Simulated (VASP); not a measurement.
OSZICAR of a VASP run on GaN (wurtzite):

### OSZICAR
```
       N       E                     dE             d eps       ncg     rms          rms(c)
DAV:   1     0.282032978425E+03    0.28203E+03   -0.18775E+04    44   0.318E+03
DAV:   2     0.205497158867E+02   -0.26148E+03   -0.25482E+03    50   0.505E+02
DAV:   3    -0.153329930682E+02   -0.35883E+02   -0.35639E+02    50   0.145E+02
DAV:   4    -0.175979553306E+02   -0.22650E+01   -0.22545E+01    56   0.358E+01
DAV:   5    -0.176288503444E+02   -0.30895E-01   -0.30889E-01    44   0.488E+00    0.167E+01
DAV:   6    -0.714205547228E+01    0.10487E+02   -0.25990E+01    74   0.837E+01    0.497E+00
DAV:   7    -0.738042928722E+01   -0.23837E+00   -0.65168E+00    44   0.185E+01    0.436E+00
DAV:   8    -0.743708291712E+01   -0.56654E-01   -0.90391E-01    58   0.147E+01    0.120E+00
DAV:   9    -0.740314953531E+01    0.33933E-01   -0.21699E-01    74   0.770E+00    0.295E-01
DAV:  10    -0.740554528875E+01   -0.23958E-02   -0.23391E-02    56   0.135E+00    0.110E-01
DAV:  11    -0.740604771778E+01   -0.50243E-03   -0.17344E-03    44   0.564E-01    0.522E-02
DAV:  12    -0.740623502722E+01   -0.18731E-03   -0.40745E-04    52   0.227E-01    0.146E-02
DAV:  13    -0.740623735180E+01   -0.23246E-05   -0.34078E-05    72   0.473E-02    0.614E-03
DAV:  14    -0.740623878068E+01   -0.14289E-05   -0.35975E-06    44   0.348E-02    0.543E-03
DAV:  15    -0.740623942845E+01   -0.64776E-06   -0.16642E-06    48   0.108E-02
   1 F= -.74062394E+01 E0= -.74062394E+01  d E =-.505890E-18
```

Problem. Which electronic solver shows in the log?

Solution. It is blocked Davidson (ALGO = Normal, or the opening steps of other solvers). The INCAR had ALGO = Normal.

Problem. Can the final energy be trusted as converged?

Solution. The run converged. It stopped with EDIFF = 1E-6, NELM = 100 (PBE GGA, plane waves, VASP's PBE PAW potentials (set 64)).

The compound is GaN in the wurtzite structure. The cell was not relaxed at this level. The k-mesh is coarse (spacing up to 2.27 per Å, 2π included), so the numbers may not be converged in it. The run is one of a series of settings (KPOINTS 1×1×1 Γ-centred mesh against the base run), some of them coarse on purpose.
